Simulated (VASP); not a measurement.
# TiAs: phonons from a supercell, part 2 of 4

How does the lattice of TiAs vibrate? The start is a cell from a database of measured crystal structures.

VASP 6.6.1; LDA; plane waves and PAW (As, Ti_sv).

Still holding for the runs below: The k-mesh is coarse for a metal.

So far. Step 2 (Relax the host): The run ended after 10 ionic steps, 0.566 eV below its first step, once forces and stress met EDIFFG = -0.02.

The database entry behind the starting cell differs from later determinations by our own check (an axis about 2.0 % long against later determinations), so it need not match the best structure at ambient conditions.

## (3) Relax the host again, on a new basis

The volume changed by more than 5 %, so the plane waves of the start no longer fit; a second relaxation removes that error.

INCAR

```
SYSTEM = TiAs
PREC = Accurate
ENCUT = 360
EDIFF = 1E-06
NELM = 120
ISMEAR = 0
SIGMA = 0.05
LREAL = .FALSE.
ALGO = Normal
GGA = CA
NBANDS = 42
LORBIT = 11
LWAVE = .FALSE.
LCHARG = .FALSE.
KPAR = 4
IBRION = 2
NSW = 30
ISIF = 3
EDIFFG = -0.02
POTIM = 0.4
```

POSCAR

```
TiAs
1.0
    3.5670068903      0.0000000000      0.0000000000
   -1.7835034451      3.0891185824      0.0000000000
    0.0000000000      0.0000000000     11.8722104185
As Ti
4 4
Direct
    0.6666666667      0.3333333333      0.2500000000
    0.3333333333      0.6666666667      0.7500000000
    0.0000000000      0.0000000000      0.5000000000
    0.0000000000      0.0000000000      0.0000000000
    0.6666666667      0.3333333333      0.8828775279
    0.3333333333      0.6666666667      0.3828775279
    0.6666666667      0.3333333333      0.6171224721
    0.3333333333      0.6666666667      0.1171224721
```

KPOINTS

```
Automatic mesh
0
Gamma
6 6 2
0 0 0
```

PAW data sets: As and Ti_sv (LDA family, release 64).

Launch:

```console
$ mpirun -np 4 vasp_std
```

Output:

```text
[... set-up lines as in an earlier step ...]
 entering main loop
       N       E                     dE             d eps       ncg     rms          rms(c)
DAV:   1     0.722845330513E+03    0.72285E+03   -0.27083E+04  1176   0.143E+03
DAV:   2     0.365920642687E+02   -0.68625E+03   -0.67117E+03  1176   0.469E+02
DAV:   3    -0.617745485366E+02   -0.98367E+02   -0.96877E+02  1812   0.156E+02
DAV:   4    -0.719327817322E+02   -0.10158E+02   -0.10120E+02  1760   0.444E+01
DAV:   5    -0.723946004609E+02   -0.46182E+00   -0.46150E+00  1760   0.910E+00    0.233E+01
DAV:   6    -0.643786466034E+02    0.80160E+01   -0.70430E+01  1542   0.501E+01    0.631E+00
DAV:   7    -0.640084448810E+02    0.37020E+00   -0.83112E+00  1620   0.173E+01    0.445E+00
DAV:   8    -0.639511492071E+02    0.57296E-01   -0.60312E-01  1620   0.384E+00    0.853E-01
DAV:   9    -0.639492168131E+02    0.19324E-02   -0.80113E-02  1638   0.185E+00    0.411E-01
DAV:  10    -0.639500432542E+02   -0.82644E-03   -0.46244E-03  1668   0.462E-01    0.797E-02
DAV:  11    -0.639499710351E+02    0.72219E-04   -0.75951E-04  1792   0.191E-01    0.254E-02
DAV:  12    -0.639499676704E+02    0.33647E-05   -0.44020E-05  1664   0.450E-02    0.775E-03
DAV:  13    -0.639499673705E+02    0.29985E-06   -0.39190E-06  1312   0.141E-02
   1 F= -.63949967E+02 E0= -.63948316E+02  d E =-.639500E+02
 curvature:   0.00 expect dE= 0.000E+00 dE for cont linesearch  0.000E+00
 trial: gam= 0.00000 g(F)=  0.122E-05 g(S)=  0.133E-04 ort = 0.000E+00 (trialstep = 0.100E+01)
 search vector abs. value=  0.145E-04
 reached required accuracy - stopping structural energy minimisation
```

It took 23 s on 4 MPI ranks of Intel Xeon Platinum 8488C (Sapphire Rapids), shared host; peak memory 0.71 GiB; 86 s of CPU time.

From OUTCAR (step 3):

```text
  LATTYP: Found a hexagonal cell.
 ALAT       =     3.5670068903
 C/A-ratio  =     3.3283396370

 Found     14 irreducible k-points:

   ENCUT  =  360.0 eV  26.46 Ry    5.14 a.u.   5.52  5.52 18.37*2*pi/ulx,y,z

   NELECT =      68.0000    total number of electrons

 E-fermi :   8.4304

 k-point     1 :       0.0000    0.0000    0.0000
  band No.  band energies     occupation
    ...
     30       7.5898      2.00000
     31       8.1444      2.00000
     32       8.1444      2.00000
     33       8.2438      2.00000
     34       8.2438      2.00000
     35       8.8716      0.00000
     36       8.8716      0.00000
     37       8.9663      0.00000
     38       8.9663      0.00000
     39       9.1508      0.00000
    ...

 k-point     2 :       0.1667    0.0000    0.0000
  band No.  band energies     occupation
    ...
     30       6.6610      2.00000
     31       7.0105      2.00000
     32       7.4766      2.00000
     33       7.5976      2.00000
     34       8.2345      2.00000
     35       8.5477      0.00091
     36       8.8105      0.00000
     37       8.8191      0.00000
     38       8.9286      0.00000
     39       9.6089      0.00000
    ...

  Total       -0.0238693     -0.0238693     -0.0402083     -0.0000000     -0.0000000      0.0000000
  in kB       -0.2923350     -0.2923350     -0.4924438     -0.0000000     -0.0000000      0.0000000
  external PRESSURE =      -0.3590380 kB  Pullay stress =       0.0000000 kB

  energy-cutoff  :      360.00
  volume of cell :      130.82
      direct lattice vectors                 reciprocal lattice vectors
     3.567006890  0.000000000  0.000000000     0.280347090  0.161858468  0.000000000
    -1.783503445  3.089118582  0.000000000     0.000000000  0.323716935  0.000000000
     0.000000000  0.000000000 11.872210418     0.000000000  0.000000000  0.084230313

 POSITION                                       TOTAL-FORCE (eV/Angst)
 -----------------------------------------------------------------------------------
      1.78350      1.02971      2.96805        -0.000000     -0.000000      0.000000
     -0.00000      2.05941      8.90416        -0.000000     -0.000000      0.000000
      0.00000      0.00000      5.93611        -0.000000     -0.000000      0.000000
      0.00000      0.00000      0.00000        -0.000000     -0.000000      0.000000
      1.78350      1.02971     10.48171        -0.000000      0.000000      0.002814
     -0.00000      2.05941      4.54560         0.000000     -0.000000      0.002814
      1.78350      1.02971      7.32661        -0.000000      0.000000     -0.002814
     -0.00000      2.05941      1.39050         0.000000     -0.000000     -0.002814
 -----------------------------------------------------------------------------------
    total drift:                                0.000000     -0.000000      0.000000

  FREE ENERGIE OF THE ION-ELECTRON SYSTEM (eV)
  ---------------------------------------------------
  free  energy   TOTEN  =       -63.9499673705 eV

  energy  without entropy=      -63.9466641821  energy(sigma->0) =      -63.94831578

 total charge
# of ion       s       p       d       tot
------------------------------------------
    1        1.216   1.643   0.047   2.907
    2        1.216   1.643   0.047   2.907
    3        1.220   1.734   0.068   3.022
    4        1.220   1.734   0.068   3.022
    5        2.166   6.144   2.036  10.347
    6        2.166   6.144   2.036  10.347
    7        2.166   6.144   2.036  10.347
    8        2.166   6.144   2.036  10.347
--------------------------------------------------
tot         13.535  31.332   8.376  53.244

[... 5 parts as in an earlier step ...]

[... 7 further parts left out ...]
```

CONTCAR:

```
TiAs
   1.00000000000000
     3.5670068903000001    0.0000000000000000    0.0000000000000000
    -1.7835034451000000    3.0891185823999998    0.0000000000000000
     0.0000000000000000    0.0000000000000000   11.8722104184999999
  As              Ti
     4     4
Direct
     0.6666666667000030    0.3333333332999970    0.2500000000000000
     0.3333333332999970    0.6666666667000030    0.7500000000000000
     0.0000000000000000    0.0000000000000000    0.5000000000000000
     0.0000000000000000    0.0000000000000000    0.0000000000000000
     0.6666666667000030    0.3333333332999970    0.8828775278999998
     0.3333333332999970    0.6666666667000030    0.3828775278999998
     0.6666666667000030    0.3333333332999970    0.6171224721000002
     0.3333333332999970    0.6666666667000030    0.1171224721000002
```

Little changed from the start: no atom moved by 0.005 Å and no cell edge by 0.1 %.

This step gave:

```yaml
electronic_cycles: 13
free_energy_toten: -63.9500 eV
energy_at_zero_smearing: -63.9483 eV
fermi_energy: 8.430 eV
pressure: -0.03590 GPa
```

The start already met the threshold, so nothing moved.

(Part 2 of 4 ends here.)

[Lines on the potential files, build, host, timing and source positions are cut from VASP's logs without a mark.]

[Logs are printed without paths, hosts, clocks, repeated set-up lines and the standing remarks that a program may print on its own settings, such as how far it seeks lower states.]

[Hosts, paths, dates, database ids (printed as entryN), source tags and the programs' standing remarks are cut or masked in the printed files.]

[Runs that stopped without an error message from VASP are left out.]
